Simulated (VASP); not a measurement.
Given:

```
InSb
1.0
    0.00000     3.21188     3.21188
    3.21188     0.00000     3.21188
    3.21188     3.21188     0.00000
In Sb
1 1
Direct
  0.00000   0.00000   0.00000
  0.25000   0.25000   0.25000
```

Method: r2SCAN meta-GGA, VASP's PBE PAW potentials (set 64) (plane waves; VASP). Run with 520 eV cut-off, 10×10×10 Γ-centred mesh, first-order Methfessel-Paxton smearing of 0.10 eV, potentials In_d Sb.

Unless said otherwise, spin-orbit coupling is left out, though it shifts the bands of the heavy elements here.

**Question.** Predict the energy per atom (σ→0), pressure, band gap (on the k-mesh) with the smallest direct gap where there is one.

**Answer.** 
The band gap (on the k-mesh) is 0.40 eV and the smallest direct gap (on the k-mesh) comes out as 0.40 eV. The energy per atom (σ→0) is -24.364 eV/atom and the pressure comes out as 3.09 GPa.

Total energies compare only between runs with the same potentials, cut-off and functional.

The compound is InSb in the zinc blende structure. This cell is one point of a volume scan, at 0.94 of the reference volume.
